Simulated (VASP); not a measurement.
Computed with LDA (Ceperley-Alder, Perdew-Zunger), VASP's LDA PAW potentials (set 64) (plane waves; VASP 6.6.1).

A VASP calculation is set up with these files.

INCAR:
```
LREAL=.FALSE.   # projection in real space or not
LCHARG=.FALSE.
LASPH=.TRUE.   # aspherical one-centre terms
ENCUT=300   # plane-wave cut-off (eV)
PREC=Accurate
NELM=100   # most electronic steps
SYSTEM=Sc(CuSi)2
LWAVE=.FALSE.
SIGMA=0.136   # width (eV)
EDIFF=1E-6
ISMEAR=-1
ISIF=2
LMAXMIX=4
ALGO=Normal
```

POSCAR:
```
Sc(CuSi)2
10.0276040
 -0.1897602857   0.1897602857   0.5000000000
  0.1897602857  -0.1897602857   0.5000000000
  0.1897602857   0.1897602857  -0.5000000000
Sc Si Cu
1 2 2
Direct
  0.0000000000   0.0000000000   0.0000000000
  0.6135300000   0.6135300000   0.0000000000
  0.3864700000   0.3864700000   0.0000000000
  0.2500000000   0.7500000000   0.5000000000
  0.7500000000   0.2500000000   0.5000000000
```

**KPOINTS**
```
Automatic mesh
0
Gamma
5 5 5
0 0 0
```

POTCAR, in this order: Sc_sv Si Cu (LDA.64 set). Program: vasp_std.

The resulting files:

File OUTCAR:
```
 ion  position               nearest neighbor table
   1  0.000  0.000  0.000-   2 2.92   2 2.92   3 2.92   2 2.92   3 2.92   3 2.92   2 2.92   3 2.92
  LATTYP: Found a body centered tetragonal cell.
 ALAT       =     3.8056820000
 C/A-ratio  =     2.6349032841
 Subroutine PRICEL returns:
 Original cell was already a primitive cell.
 Subroutine GETGRP returns: Found 16 space group operations
The static configuration has the point symmetry D_4h.
The dynamic configuration has the point symmetry D_4h.
 Subroutine INISYM returns: Found 16 space group operations
 Subroutine IBZKPT returns following result:
 Found     18 irreducible k-points:

 Following reciprocal coordinates:
            Coordinates               Weight
  0.000000  0.000000  0.000000      1.000000
  0.200000  0.000000 -0.000000      8.000000
  0.400000  0.000000 -0.000000      8.000000
  0.200000  0.200000 -0.000000      8.000000
  0.400000  0.200000 -0.000000     16.000000
 -0.400000  0.200000  0.000000     16.000000
 -0.200000  0.200000  0.000000      4.000000
  0.400000  0.400000 -0.000000      8.000000
 -0.400000  0.400000  0.000000      4.000000
  0.200000  0.200000  0.200000      8.000000
 -0.200000  0.200000  0.200000      4.000000
 -0.400000  0.400000  0.200000      8.000000
 -0.200000  0.400000  0.200000      8.000000
 -0.400000 -0.400000  0.200000      8.000000
 -0.200000 -0.400000  0.200000      8.000000
 -0.200000 -0.200000  0.200000      2.000000
 -0.400000  0.400000  0.400000      4.000000
 -0.400000 -0.400000  0.400000      2.000000
   k-points           NKPTS =     18   k-points in BZ     NKDIM =     18   number of bands    NBANDS=     24
   number of dos      NEDOS =    301   number of ions     NIONS =      5
   total plane-waves  NPLWV =  32768
   dimension x,y,z NGX =    32 NGY =   32 NGZ =   32
   dimension x,y,z NGXF=    64 NGYF=   64 NGZF=   64
   ions per type =               1   2   2
   PREC   = accura    normal or accurate (medium, high low for compatibility)
   ISTART =      0    job   : 0-new  1-cont  2-samecut
   ICHARG =      2    charge: 1-file 2-atom 10-const
   ISPIN  =      1    spin polarized calculation?
   LNONCOLLINEAR =      F non collinear calculations
   LSORBIT =      F    spin-orbit coupling
   INIWAV =      1    electr: 0-lowe 1-rand  2-diag
   ENCUT  =  300.0 eV  22.05 Ry    4.70 a.u.   8.04  8.04  8.04*2*pi/ulx,y,z
   NELM   =    100;   NELMIN=  2; NELMDL= -5     # of ELM steps
   EDIFF  = 0.1E-05   stopping-criterion for ELM
   LREAL  =      F    real-space projection
   NLSPLINE    = F    spline interpolate recip. space projectors
   LMAXMIX     =    4 max onsite mixed and CHGCAR
   VOSKOWN=      0    Vosko Wilk Nusair interpolation
   EDIFFG = 0.1E-04   stopping-criterion for IOM
   NSW    =      0    number of steps for IOM
   NBLOCK =      1;   KBLOCK =      1    inner block; outer block
   IBRION =     -1    ionic relax: 0-MD 1-quasi-New 2-CG
   NFREE  =      0    steps in history (QN), initial steepest desc. (CG)
   ISIF   =      2    stress and relaxation
   ISYM   =      2    0-nonsym 1-usesym 2-fastsym
   TEIN   =    0.0    initial temperature
   TEBEG  =    0.0;   TEEND  =   0.0 temperature during run
   SMASS  =  -3.00    Nose mass-parameter (am)
   PSTRESS=    0.0 pullay stress
   NELECT =      41.0000    total number of electrons
   EFERMI =   0.00;   METHOD = LEGACY
   ISMEAR =    -1;   SIGMA  =   0.14  broadening in eV -4-tet -1-fermi 0-gaus
   IALGO  =     38    algorithm
   LDIAG  =      T    sub-space diagonalisation (order eigenvalues)
   IMIX   =      4    mixing-type and parameters
     AMIX     =   0.40;   BMIX     =  1.00
     AMIX_MAG =   1.60;   BMIX_MAG =  1.00
     AMIN     =   0.10
   GGA     = CA    functional components
...
```

OSZICAR:
```
       N       E                     dE             d eps       ncg     rms          rms(c)
DAV:   1     0.272256604776E+03    0.27226E+03   -0.12694E+04   864   0.140E+03
DAV:   2    -0.159373522420E+02   -0.28819E+03   -0.28545E+03   912   0.464E+02
DAV:   3    -0.362593096435E+02   -0.20322E+02   -0.20022E+02  1360   0.139E+02
DAV:   4    -0.368452986923E+02   -0.58599E+00   -0.58401E+00  1352   0.220E+01
DAV:   5    -0.368607257173E+02   -0.15427E-01   -0.15410E-01  1376   0.369E+00    0.203E+01
DAV:   6    -0.364254521710E+02    0.43527E+00   -0.12084E+02  1224   0.232E+02    0.148E+01
DAV:   7    -0.307703135507E+02    0.56551E+01   -0.31741E+01  1192   0.117E+02    0.488E+00
DAV:   8    -0.309228966119E+02   -0.15258E+00   -0.45341E+00  1504   0.240E+01    0.228E+00
DAV:   9    -0.308802423622E+02    0.42654E-01   -0.30360E-01  1424   0.108E+01    0.383E-01
DAV:  10    -0.308769805392E+02    0.32618E-02   -0.21953E-02  1368   0.309E+00    0.304E-01
DAV:  11    -0.308760376511E+02    0.94289E-03   -0.46641E-03  1416   0.131E+00    0.137E-01
DAV:  12    -0.308761195982E+02   -0.81947E-04   -0.77793E-04  1536   0.469E-01    0.713E-02
DAV:  13    -0.308760382619E+02    0.81336E-04   -0.46972E-04  1272   0.453E-01    0.159E-02
DAV:  14    -0.308760486162E+02   -0.10354E-04   -0.10281E-04  1512   0.831E-02    0.169E-02
DAV:  15    -0.308760454175E+02    0.31986E-05   -0.69960E-06   848   0.342E-02    0.116E-02
DAV:  16    -0.308760438388E+02    0.15787E-05   -0.18746E-05  1424   0.590E-02    0.255E-03
DAV:  17    -0.308760437326E+02    0.10619E-06   -0.21174E-06   680   0.219E-02
   1 F= -.30876044E+02 E0= -.30843042E+02  d E =-.660044E-01
```

### OUTCAR
```
------------------------ aborting loop because EDIFF is reached ----------------------------------------
  FORCE on cell =-STRESS in cart. coord.  units (eV):
  Direction    XX          YY          ZZ          XY          YZ          ZX
  --------------------------------------------------------------------------------------
  Total       -3.4143545     -3.4143545     -3.1582733      0.0000000      0.0000000     -0.0000000
  in kB      -75.3333050    -75.3333050    -69.6832045      0.0000000      0.0000000     -0.0000000
  external PRESSURE =     -73.4499382 kB  Pullay stress =       0.0000000 kB
  volume of cell :       72.62
      direct lattice vectors                 reciprocal lattice vectors
    -1.902841000  1.902841000  5.013802000     0.000000000  0.262764992  0.099724720
     1.902841000 -1.902841000  5.013802000     0.262764992  0.000000000  0.099724720
     1.902841000  1.902841000 -5.013802000     0.262764992  0.262764992  0.000000000
 POSITION                                       TOTAL-FORCE (eV/Angst)
 -----------------------------------------------------------------------------------
      0.00000      0.00000      0.00000         0.000000      0.000000     -0.000000
      0.00000      0.00000      6.15224         0.000000      0.000000      0.145101
      0.00000      0.00000      3.87537        -0.000000     -0.000000     -0.145101
      1.90284      0.00000      2.50690         0.000000      0.000000      0.000000
      0.00000      1.90284      2.50690         0.000000      0.000000     -0.000000
 -----------------------------------------------------------------------------------
    total drift:                                0.000000     -0.000000      0.000000
  FREE ENERGIE OF THE ION-ELECTRON SYSTEM (eV)
  ---------------------------------------------------
  free  energy   TOTEN  =       -30.8760437326 eV

  energy  without entropy=      -30.8100392878  energy(sigma->0) =      -30.84304151
```
(Selected blocks of OUTCAR.)

At this cut-off the stress carries a Pulay error, which pulls relaxed volumes low.

The structure comes from a computed database's Cu2ScSi2 entry (I4/mmm); how it stands against other phases isn't given here. The cell was not relaxed at this level. The k-mesh is coarse (spacing up to 0.47 per Å, 2π included), so the numbers may not be converged in it. The run is one of a series of settings (KPOINTS 5×5×5 Γ-centred mesh against the base run), some of them coarse on purpose. The electron count is odd and the run is not spin-polarised, which forces a metal.
